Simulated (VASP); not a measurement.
```
AgCl
1.0
    0.00000     2.88305     2.88305
    2.88305     0.00000     2.88305
    2.88305     2.88305     0.00000
Ag Cl
1 1
Direct
  0.00000   0.00000   0.00000
  0.50000   0.50000   0.50000
```

Computed with vdW-DF2, VASP's PBE PAW potentials (set 64) (plane waves; VASP). Run with 520 eV cut-off, 7×7×7 Γ-centred mesh, Gaussian smearing of 0.050 eV, potentials Ag Cl.

Task: Estimate the energy per atom (σ→0).

Result: 
```yaml
energy per atom (σ→0): -0.394 eV/atom
```

Total energies compare only between runs with the same potentials, cut-off and functional.

The compound is AgCl in the rock salt structure. It was relaxed first, which changed the volume by +12 %. The start is the result of an earlier pass.
